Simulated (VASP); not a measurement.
Given:

```xyz
2
Lattice="0.0000 2.3968 2.3968 2.3968 0.0000 2.3968 2.3968 2.3968 0.0000" Properties=species:S:1:pos:R:3 pbc="T T T"
Pt     0.0000     0.0000     0.0000
B      1.1984     1.1984     1.1984
```

Calculation: PBE GGA, VASP's PBE PAW potentials (set 64) (plane waves; VASP). Numerical set-up: 520 eV cut-off, 15×15×15 Γ-centred mesh, tetrahedra with Blöchl corrections, potentials Pt B.

Unless said otherwise, spin-orbit coupling is left out, though it shifts the bands of the heavy elements here.

Task: Tabulate the total density of states (states/eV per cell) against energy (eV; zero at the valence-band maximum or, without a gap, the Fermi level).

Result: 
```json
[
 {"E (eV)": "-9.97", "DOS (states/eV)": "0.25"},
 {"E (eV)": "-9.39", "DOS (states/eV)": "0.40"},
 {"E (eV)": "-8.81", "DOS (states/eV)": "0.91"},
 {"E (eV)": "-8.24", "DOS (states/eV)": "1.35"},
 {"E (eV)": "-7.66", "DOS (states/eV)": "0.00"},
 {"E (eV)": "-7.20", "DOS (states/eV)": "0.00"},
 {"E (eV)": "-6.63", "DOS (states/eV)": "0.47"},
 {"E (eV)": "-6.05", "DOS (states/eV)": "1.82"},
 {"E (eV)": "-5.48", "DOS (states/eV)": "2.40"},
 {"E (eV)": "-4.90", "DOS (states/eV)": "2.59"},
 {"E (eV)": "-4.33", "DOS (states/eV)": "1.37"},
 {"E (eV)": "-3.75", "DOS (states/eV)": "1.17"},
 {"E (eV)": "-3.29", "DOS (states/eV)": "2.97"},
 {"E (eV)": "-2.72", "DOS (states/eV)": "3.34"},
 {"E (eV)": "-2.14", "DOS (states/eV)": "0.41"},
 {"E (eV)": "-1.56", "DOS (states/eV)": "0.00"},
 {"E (eV)": "-0.99", "DOS (states/eV)": "0.76"},
 {"E (eV)": "-0.41", "DOS (states/eV)": "0.74"},
 {"E (eV)": "0.16", "DOS (states/eV)": "0.48"},
 {"E (eV)": "0.74", "DOS (states/eV)": "0.38"},
 {"E (eV)": "1.31", "DOS (states/eV)": "0.88"},
 {"E (eV)": "1.77", "DOS (states/eV)": "0.75"},
 {"E (eV)": "2.35", "DOS (states/eV)": "0.83"},
 {"E (eV)": "2.92", "DOS (states/eV)": "1.00"},
 {"E (eV)": "3.50", "DOS (states/eV)": "1.00"}
]
```
Within 2 eV below the Fermi level the largest weight inside VASP's projection spheres is Pt d, then Pt p.

The structure was generated: PtB was put into the zinc blende type (F-43m), which need not be its known phase. It was relaxed first, which changed the volume by -16 %. The electron count is odd and the run is not spin-polarised, which forces a metal.
